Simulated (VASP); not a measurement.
The input files of a VASP run:

POSCAR:
```
WP
1
    3.0610580937     0.0000000000     0.0000000000
   -1.5305290468     2.6509539794     0.0000000000
    0.0000000000     0.0000000000     8.0731512413
W P
2 2
Direct
  0.3333330000   0.6666670000   0.0362442965
  0.6666670000   0.3333330000   0.5362442965
  0.3333330000   0.6666670000   0.3387557035
  0.6666670000   0.3333330000   0.8387557035
```

KPOINTS:
```
Automatic
0
G
10 10 4
```

### INCAR
```
! general
SYSTEM  = WP
PREC    = Accurate
ENCUT   = 400   ! plane-wave cut-off (eV)
LREAL   = F
LASPH   = T   ! aspherical one-centre terms

! electronic loop
EDIFF   = 1E-6   ! SCF stop (eV)
NELM    = 100
ALGO    = Normal
LMAXMIX = 6   ! l cut-off of mixed one-centre charges
LMIXTAU = T

! smearing
ISMEAR  = 1
SIGMA   = 0.1

! functional
METAGGA = R2SCAN

! ions
IBRION  = 2   ! conjugate gradients
NSW     = 60
ISIF    = 3
EDIFFG  = -0.02   ! ionic stop

! output
LWAVE   = F
LCHARG  = F
```

POTCAR, in this order: W_sv P (PBE.64 set). Program: vasp_std.

**Question.** Write an equivalent input for Ansatz.

**Answer.** One equivalent input (not run):
Ansatz 0.2 input:
```yaml
crystal:
  lattice:
    - [3.0610581, 0.0000000, 0.0000000]
    - [-1.5305290, 2.6509540, 0.0000000]
    - [0.0000000, 0.0000000, 8.0731512]
  atoms:
    - { symbol: W, position: [0.3333330, 0.6666670, 0.0362443] }
    - { symbol: W, position: [0.6666670, 0.3333330, 0.5362443] }
    - { symbol: P, position: [0.3333330, 0.6666670, 0.3387557] }
    - { symbol: P, position: [0.6666670, 0.3333330, 0.8387557] }
kpoints:
  mp_grid: { grid: [10, 10, 4] }
hamiltonian:
  xc: r2scan
  pseudopotentials: { kind: paw }
scf:
  occupations: { method: methfessel_paxton, width: 0.1 }
  max_iter: 100
relax:
  max_steps: 60
  f_tol: 0.02
  cell: {}
output: { forces: true, stress: true, eigenvalues: true }
```
The two are equivalent in intent, not identical: each code has its own PAW files, so the cut-off isn't converted (ENCUT is set for VASP's; basis.ecutwfc is left out, and Ansatz then takes the one that its files recommend); Ansatz stops its SCF on the density residual and VASP on the energy change (EDIFF).

The structure was generated: WP was put into the wurtzite type (P6_3mc), which need not be its known phase. It was relaxed first, which changed the volume by -45 %. The start is the result of an earlier pass.
